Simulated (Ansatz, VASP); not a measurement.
# Cross-check of HfO2 between VASP and Ansatz

Wanted: the spread between two codes on one cell, functional and k mesh. The two relaxations start from unlike cells of this crystal (the structure described is Ansatz's start), so only their ends are compared.

Method: plane waves, with VASP 6.6.1 beside it; relaxation of cell and atoms at LDA, spin-orbit coupling, in Ansatz 0.2.0.

**1. The starting structure**

It takes space group Fm-3m (No. 225, cubic). Conventional cell: a = 5.115 Å, b = 5.115 Å, c = 5.115 Å, α = 90.00°, β = 90.00°, γ = 90.00°. Hf has 8 O at 2.21 Å nearest. O has 4 Hf at 2.21 Å nearest. Farther neighbours and most contacts between anions are not listed.

**2. Ansatz: relaxation of cell and atoms, LDA, spin-orbit coupling**

Ansatz runs on its fully relativistic PAW (standard-fr) files.

The relaxed volume is the usual yardstick between codes: in a stiff, nearly cubic crystal its relative difference is about their pressure difference at one cell divided by the bulk modulus.

Contents of input.yaml:

```yaml
crystal:
  lattice:
    - [0.0, 2.5575, 2.5575]
    - [2.5575, 0.0, 2.5575]
    - [2.5575, 2.5575, 0.0]
  atoms:
    - { symbol: Hf, position: [0.0, 0.0, 0.0] }
    - { symbol: O, position: [0.25, 0.25, 0.25] }
    - { symbol: O, position: [0.75, 0.75, 0.75] }
kpoints:
  mp_grid: { grid: [6, 6, 6] }
hamiltonian:
  xc: lda
  pseudopotentials: { kind: paw_fr }
scf:
  occupations: { method: gaussian, width: 0.02 }
output:
  forces: true
  stress: true
  eigenvalues: true
magnetization:
  noncollinear: true
  spin_orbit: true
relax:
  adjacent_minimum: "off"
  f_tol: 0.005
  max_steps: 60
  cell: { stress_tol: 0.03 }
```

On the command line:

```
$ ansatz run input.yaml --threads 4 --pin off --max-ram 8192MiB --backend cpu --events-out ev --progress --plain --runs-dir out
```

Numbers of over 12 decimals in the logs are rounded to 6 here.

Log:

```text
Engine: ansatz 0.2.0, aarch64-unknown-linux-gnu
Pseudopotentials: kind: paw_fr
Pseudopotential: Hf, paw_fr, valence charge 26, recommended cutoff 420 eV (normal), Hf.paw.azcp#standard-fr
Pseudopotential: O, paw_fr, valence charge 6, recommended cutoff 420 eV (normal), O.paw.azcp#standard-fr
Functional definition: SPW92
  exchange = slater_x
  correlation = pw_c
non-collinear run that drives no moment, with spin-orbit: no starting moment large enough to seed its density (crystal.atoms[].spin), no starting occupations that ask for one, no magnetisation constraint and no magnetic field, so the semilocal B_xc is pinned to zero
Crystal: 3 atoms, lattice volume = 33.456 Å³
Basis set: ecut = 420 eV, 645 PW (Γ)
Bands: 46, of which v1, the nominal top of the filled ones, is band 38 counted from 1 (37 counted from 0)
Symmetry: 48 space group operations + 48 with time reversal
Magnetic group: BNS 225.117 (UNI 1619), of the structure as read, at distance tolerance 3.2e-5 Å
k-points: 16 of 216
Projection manifold: j_resolved (fully-relativistic pseudo-atomic orbitals)
Non-local potential: Hf, projectors of the file, l = 0: 3, l = 1: 4, l = 2: 4, l = 3: 6
Non-local potential: O, projectors of the file, l = 0: 2, l = 1: 4, l = 2: 2
PAW form: soft (Blöchl's): semilocal exchange-correlation on the pseudo side does not see the compensation charge
PAW frozen core: Hf, regenerated for the run's functional, and the local potential with it (the file was generated under x = pbe(κ = 0.804, μ = 0.219515), c = pbe(β = 0.066725))
PAW frozen core: O, regenerated for the run's functional, and the local potential with it (the file was generated under x = pbe(κ = 0.804, μ = 0.219515), c = pbe(β = 0.066725))
PAW one-centre angular grid: Hf, 590 points (default); XC on 64 Gauss nodes
PAW one-centre angular grid: O, 110 points (default); XC on 64 Gauss nodes
Initial density: superposition of atomic densities (chi_scale 0.1, normalization cell, long waves kept (reshape's long-wave potential 0.00 eV rms))
Initial wavefunctions: pseudopotential atomic-orbital guess
Functional: x = slater, c = lda
SCF iter   1: F=—  HF=-16611.301423 eV  |F-HF|=—  |Δ(HF+E_count)|=         —  Δρ=8.85e-2  dr2=2.04e0  dr2_m=0.00e0 (ungated)  ethr=3.10e-3  |M|=0.00e0 ∫|m|=0.00e0 μB  |m|>n=0.0e0 m-floor=0.0e0 τ_xc=0.0e0  β_m=0.30  ⟨swp⟩=6.0  Hψ=1495  notcnv=0
preconditioner: auto → none  [insulator: Δε(μ)=2.667 eV  Ē_g=18.757 eV  σ=0.020 eV  W_gap=1.00  n_scr=14 (ndim 8)  ℏωp=38.5 eV  f_vac=0.002  D(μ)=0.00/eV (n_scr^D=0)  ε∞_Penn≈5.2]
SCF iter   2: F=—  HF=-16610.752740 eV  |F-HF|=—  |Δ(HF+E_count)|=   5.49e-1  Δρ=4.19e-2  dr2=4.04e-1  dr2_m=0.00e0 (ungated)  ethr=3.10e-3  |M|=0.00e0 ∫|m|=0.00e0 μB  |m|>n=0.0e0 m-floor=0.0e0 τ_xc=0.0e0  β_m=0.35  ⟨swp⟩=2.6  Hψ=748  notcnv=0  defer=58
SCF iter   3: F=—  HF=-16610.663067 eV  |F-HF|=—  |Δ(HF+E_count)|=   8.97e-2  Δρ=2.54e-2  dr2=1.06e-1  dr2_m=0.00e0 (ungated)  ethr=1.06e-3  |M|=0.00e0 ∫|m|=0.00e0 μB  |m|>n=0.0e0 m-floor=0.0e0 τ_xc=0.0e0  β_m=0.47  ⟨swp⟩=2.3  Hψ=532  notcnv=0  defer=58
SCF iter   4: F=—  HF=-16610.652329 eV  |F-HF|=—  |Δ(HF+E_count)|=   1.07e-2  Δρ=5.37e-3  dr2=4.01e-3  dr2_m=0.00e0 (ungated)  ethr=2.80e-4  |M|=0.00e0 ∫|m|=0.00e0 μB  |m|>n=0.0e0 m-floor=0.0e0 τ_xc=0.0e0  β_m=0.58  ⟨swp⟩=2.1  Hψ=680  notcnv=0  defer=58
SCF iter   5: F=—  HF=-16610.654285 eV  |F-HF|=—  |Δ(HF+E_count)|=   1.96e-3  Δρ=2.08e-3  dr2=5.78e-4  dr2_m=0.00e0 (ungated)  ethr=1.06e-5  |M|=0.00e0 ∫|m|=0.00e0 μB  |m|>n=0.0e0 m-floor=0.0e0 τ_xc=0.0e0  β_m=0.63  ⟨swp⟩=2.0  Hψ=573  notcnv=0  defer=58
SCF iter   6: F=—  HF=-16610.654360 eV  |F-HF|=—  |Δ(HF+E_count)|=   7.45e-5  Δρ=1.89e-4  dr2=4.86e-6  dr2_m=0.00e0 (ungated)  ethr=1.52e-6  |M|=0.00e0 ∫|m|=0.00e0 μB  |m|>n=0.0e0 m-floor=0.0e0 τ_xc=0.0e0  β_m=0.67  ⟨swp⟩=2.0  Hψ=588  notcnv=0  defer=58
SCF iter   7: F=—  HF=-16610.654357 eV  |F-HF|=—  |Δ(HF+E_count)|=   2.84e-6  Δρ=2.22e-5  dr2=7.54e-8  dr2_m=0.00e0 (ungated)  ethr=2.63e-10  |M|=0.00e0 ∫|m|=0.00e0 μB  |m|>n=0.0e0 m-floor=0.0e0 τ_xc=0.0e0  β_m=0.74  ⟨swp⟩=9.4  Hψ=2084  notcnv=0
SCF iter   8: F=-16610.654357 eV  HF=-16610.654357 eV  |F-HF|=7.24e-10  |Δ(HF+E_count)|=   1.58e-8  Δρ=1.81e-6  dr2=8.31e-10  dr2_m=0.00e0 (ungated)  ethr=1.98e-10  |M|=0.00e0 ∫|m|=0.00e0 μB  |m|>n=0.0e0 m-floor=0.0e0 τ_xc=0.0e0  ⟨swp⟩=2.2  Hψ=1134  notcnv=0
SCF 1 converged in 8 iterations: F = -16610.654357 eV  dr2 = 8.31e-10
  greatest PAW one-centre occupation: 0.998 electrons in one spin orbital (limit 2), on the Hf atom at site 0 (counted from 0), in its partial waves of l = 3
relax step   1: F+E_penalty+E_count = -16610.65435681 eV  Δ(F+E_penalty+E_count) = +0.000e0 eV  max|allowed force component| = 1.253e-18 eV/Å  Δτ_max = 0.0000 Å  P = -16.745 GPa  Ω = 33.456 Å³  (8 SCF iters, dr2 threshold 1.00e-7 eV, accepted)
[...]
relax step   6: F+E_penalty+E_count = -16610.77820584 eV  Δ(F+E_penalty+E_count) = -6.334e-4 eV  max|allowed force component| = 1.532e-17 eV/Å  Δτ_max = 0.0000 Å  P = +0.003 GPa  Ω = 31.243 Å³  energy of the carried Pulay correction = +5.028e-4 eV  (4 SCF iters, dr2 threshold 3.00e-7 eV, accepted)
[...]
relax step   7: F+E_penalty+E_count = -16610.77722621 eV  Δ(F+E_penalty+E_count) = +9.796e-4 eV  max|allowed force component| = 1.561e-17 eV/Å  Δτ_max = 0.0000 Å  P = -0.015 GPa  Ω = 31.243 Å³  stress off target by 1.52e-2 GPa  SCF on the basis re-selected at this cell (its energy is not comparable with the rows above)  (6 SCF iters)
basis re-selected at this cell: Δ(F+E_penalty+E_count) = +9.796e-4 eV, ΔP = -0.018 GPa vs the last step (what re-selecting the basis moved, of the pressure what is left beyond the Pulay correction that the steps carried, after the strain that the cell walked since its last selection, with what the two solves' SCF thresholds leave and, on support functions, any second-order correction that the steps lacked; it is no m [...]
SCF converged after 6 iterations
Magnetization: |M| = 0.0000 μB,  M = (+0.0000, +0.0000, +0.0000) μB
Absolute magnetization: 0.0000 μB (∫|m|)
  site 0: m = (+0.0000, +0.0000, +0.0000) μB, |m| = 0.0000 μB  (R = 0.89 Å)
  site 1: m = (+0.0000, +0.0000, +0.0000) μB, |m| = 0.0000 μB  (R = 0.89 Å)
  site 2: m = (+0.0000, +0.0000, +0.0000) μB, |m| = 0.0000 μB  (R = 0.89 Å)
Free energy (F): -16610.777226 eV
Harris-Foulkes:  -16610.777226 eV  (|F-HF|=3.64e-12)
Internal energy: -16610.777226 eV  (E = F + TS)
E sigma→0 (E₀):  -16610.777226 eV
Fermi energy:    18.369087 eV
--- Per-component energies (eV) ---
  E_band       = 74.772854
  E_kinetic    = 773.429648
  E_local      = -5627.059905  (includes V_loc(G=0)·N_el)
  E_nonlocal   = -1132.788713
  E_hartree    = 2585.785243
  E_xc         = -443.174055
  E_vxc        = -454.291752  (∫ρ·V_xc dr)
  E_paw        = -6997.312143  (= ΣΔE_a)
  E_vpaw       = 1343.908040  (= ΣTr[D̂ρ^β])
  E_aug_tail   = 0.005030  (compensation charges beyond the density's cutoff)
  E_ewald      = -5772.319793
  E_core_change = 2.657460  (= ΣΔE_core)
  E_smearing   = -0.000000  (= −TS)
  E_closure    = -0.000000  (closes the sum)
  Σ components = -16610.777226   (vs F -16610.777226, Δ=0.00e0)
--- Forces (eV/Å), atoms counted from 1 ---
  atom   1  Hf    -0.00000000     0.00000000     0.00000000
  atom   2  O      0.00000000     0.00000000    -0.00000000
  atom   3  O      0.00000000    -0.00000000     0.00000000
  max |Σ_I F_I| component: 5.20e-18 eV/Å
--- Stress (GPa, compression-positive) ---
       -0.015196      -0.000000      -0.000000
       -0.000000      -0.015196      -0.000000
       -0.000000      -0.000000      -0.015196
  P = ⅓ Tr σ = -0.0152 GPa (-0.152 kbar)
--- Band table (eV; the first three rows and the last of 16) ---
  k-point 0: bands = [... 34 lower, 15.9358, 15.9358, 15.9358, 15.9358, 20.3056, 20.3056, 20.3056, 20.3056, ... 4 higher]
  k-point 1: bands = [... 34 lower, 15.3397, 15.3397, 15.4376, 15.4376, 20.7735, 20.7735, 20.8466, 20.8466, ... 4 higher]
  k-point 2: bands = [... 34 lower, 14.6718, 14.6718, 14.8591, 14.8591, 21.0897, 21.0897, 21.2981, 21.2981, ... 4 higher]
  k-point 15: bands = [... 34 lower, 14.9469, 14.9469, 16.3687, 16.3687, 20.9273, 20.9273, 21.8695, 21.8695, ... 4 higher]
--- Relaxed structure (5 steps of the walk, 5 accepted, 2 SCFs on fresh bases) ---
  F+E_penalty+E_count = -16610.77722621 eV   max|allowed force component| = 1.561e-17 eV/Å   (the final SCF, on the basis selected at the relaxed cell)
  cell:  # Å, volume = 31.2428 Å³
    - [0, 2.499808, 2.499808]
    - [2.499808, 0, 2.499808]
    - [2.499808, 2.499808, 0]
  atoms:
    - { symbol: Hf, position: [0, 0, 0] }
    - { symbol: O, position: [0.25, 0.25, 0.25] }
    - { symbol: O, position: [0.75, 0.75, 0.75] }
```

(Part 1 of 2 ends here.)

[Lines on the potential files, build, host, timing and source positions are cut from VASP's logs without a mark.]

[Logs are printed without paths, hosts, clocks, repeated set-up lines and the standing remarks that a program may print on its own settings, such as how far it seeks lower states.]

[Hosts, paths, dates, database ids (printed as entryN), source tags and the programs' standing remarks are cut or masked in the printed files.]
